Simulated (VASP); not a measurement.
Consider the following.

```yaml
crystal:
  lattice:
    - [4.33620, 0.00000, 0.00000]
    - [0.00000, 4.33620, 0.00000]
    - [0.00000, 0.00000, 2.82838]
  atoms:
    - { symbol: Mn, position: [0.00000, 0.00000, 0.00000], spin: 3.0 }
    - { symbol: Mn, position: [0.50000, 0.50000, 0.50000], spin: -3.0 }
    - { symbol: O, position: [0.30500, 0.30500, 0.00000] }
    - { symbol: O, position: [0.80500, 0.19500, 0.50000] }
    - { symbol: O, position: [0.19500, 0.80500, 0.50000] }
    - { symbol: O, position: [0.69500, 0.69500, 0.00000] }
```

Calculation: PBE GGA, VASP's PBE PAW potentials (set 64) (plane waves; VASP). Settings: 400 eV cut-off, 3×3×5 Γ-centred mesh, Fermi-Dirac smearing of 0.020 eV, potentials Mn_pv O.

At this cut-off the stress carries a Pulay error, which pulls relaxed volumes low.

Q: Estimate the cell moment, energy per atom (σ→0), pressure, largest force, band gap (on the k-mesh) with the smallest direct gap where there is one.

A: 
- band gap (on the k-mesh): none (metal, semimetal or under 0.01 eV)
- cell moment: 0.00 μB
- energy per atom (σ→0): -7.972 eV/atom
- pressure: 7.69 GPa
- largest force: 0.401 eV/Å

Q: Give the moment on each site (PAW-sphere projection).

A: 
| site | moment (μB) |
|---|---|
| Mn1 | 2.42 |
| Mn2 | -2.42 |
| O3 | -0.05 |
| O4 | 0.05 |
| O5 | 0.05 |
| O6 | -0.05 |

The structure is a typed MnO2 crystal (P4_2/mnm). The cell was not relaxed at this level. The k-mesh is coarse (spacing up to 0.48 per Å, 2π included), so the numbers may not be converged in it.
